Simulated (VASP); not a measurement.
Output of a VASP run:

### OSZICAR
```
       N       E                     dE             d eps       ncg     rms          rms(c)
DAV:   1    -0.198349413685E+01   -0.19835E+01   -0.17717E+03  3180   0.549E+02
DAV:   2    -0.705284982830E+01   -0.50694E+01   -0.50351E+01  4926   0.629E+01
DAV:   3    -0.708531171254E+01   -0.32462E-01   -0.32267E-01  4194   0.463E+00
DAV:   4    -0.708534471058E+01   -0.32998E-04   -0.32759E-04  4596   0.141E-01
DAV:   5    -0.708534473083E+01   -0.20248E-07   -0.19123E-07  4164   0.207E-03    0.120E+00
DAV:   6    -0.704317013280E+01    0.42175E-01   -0.70165E-03  3438   0.133E+00    0.739E-01
DAV:   7    -0.702826315509E+01    0.14907E-01   -0.61986E-03  3510   0.126E+00    0.236E-02
DAV:   8    -0.702824126090E+01    0.21894E-04   -0.12064E-05  4644   0.447E-02    0.101E-02
DAV:   9    -0.702824285973E+01   -0.15988E-05   -0.31852E-06  4014   0.212E-02    0.114E-03
DAV:  10    -0.702824244959E+01    0.41014E-06   -0.11723E-08  3972   0.119E-03    0.293E-04
DAV:  11    -0.702824225506E+01    0.19453E-06   -0.34159E-09  2160   0.782E-04    0.724E-06
DAV:  12    -0.702824224889E+01    0.61669E-08   -0.15834E-10  2148   0.158E-04
   1 F= -.70282422E+01 E0= -.70282422E+01  d E =0.000000E+00
```

File OUTCAR:
```
------------------------ aborting loop because EDIFF is reached ----------------------------------------
  FORCE on cell =-STRESS in cart. coord.  units (eV):
  Direction    XX          YY          ZZ          XY          YZ          ZX
  --------------------------------------------------------------------------------------
  Total       -0.0658997     -0.0658997      0.1166534      0.0000000     -0.0000000      0.0000000
  in kB       -6.4996820     -6.4996808     11.5055234      0.0000000     -0.0000000      0.0000000
  external PRESSURE =      -0.4979465 kB  Pullay stress =       0.0000000 kB
  volume of cell :       16.24
      direct lattice vectors                 reciprocal lattice vectors
     1.143607183 -1.980785572  0.000000000     0.437213063 -0.252425102  0.000000000
     1.143607183  1.980785572  0.000000000     0.437213063  0.252425102  0.000000000
     0.000000000  0.000000000  3.585563022     0.000000000  0.000000000  0.278896227
 POSITION                                       TOTAL-FORCE (eV/Angst)
 -----------------------------------------------------------------------------------
      1.14361      0.66026      0.89639         0.000000     -0.000000      0.000000
      1.14361     -0.66026      2.68917        -0.000000      0.000000      0.000000
 -----------------------------------------------------------------------------------
    total drift:                                0.000000     -0.000003      0.000005
  FREE ENERGIE OF THE ION-ELECTRON SYSTEM (eV)
  ---------------------------------------------------
  free  energy   TOTEN  =        -7.0282422489 eV

  energy  without entropy=       -7.0282422489  energy(sigma->0) =       -7.02824225

 total charge

# of ion       s       p       d       tot
------------------------------------------
    1        0.401   0.746   0.000   1.147
    2        0.401   0.746   0.000   1.147
--------------------------------------------------
tot          0.802   1.492   0.000   2.294
```
(Selected blocks of OUTCAR.)

POSCAR:
```
Be
1
    1.1436071834    -1.9807855715     0.0000000000
    1.1436071834     1.9807855715     0.0000000000
    0.0000000000     0.0000000000     3.5855630218
Be
2
Direct
  0.3333330000   0.6666670000   0.2500000000
  0.6666670000   0.3333330000   0.7500000000
```

**Question.** Write an INCAR and KPOINTS that could have produced this output.

**Answer.** Several could match; the one computed here: the input of the run itself, RPBE GGA, plane waves, VASP's PBE PAW potentials (set 64).

### INCAR
```
! general
SYSTEM  =  Be
PREC    =  Accurate
ENCUT   =  520
LREAL   =  F
LASPH   =  T

! electronic loop
EDIFF   =  1E-7
NELM    =  100
ALGO    =  Normal

! smearing
ISMEAR  =  -5

! functional
GGA     =  RP

! ions
ISIF    =  2

! output
LWAVE   =  F
LCHARG  =  T
LORBIT  =  11
NEDOS   =  601
```

KPOINTS:
```
Automatic mesh
0
Gamma
20 20 11
0 0 0
```

POTCAR, in this order: Be (PBE.64 set). Program: vasp_std.

For a metal the tetrahedron method with Blöchl corrections gives inexact stress and forces.

The compound is Be in the hcp structure. It was relaxed first.
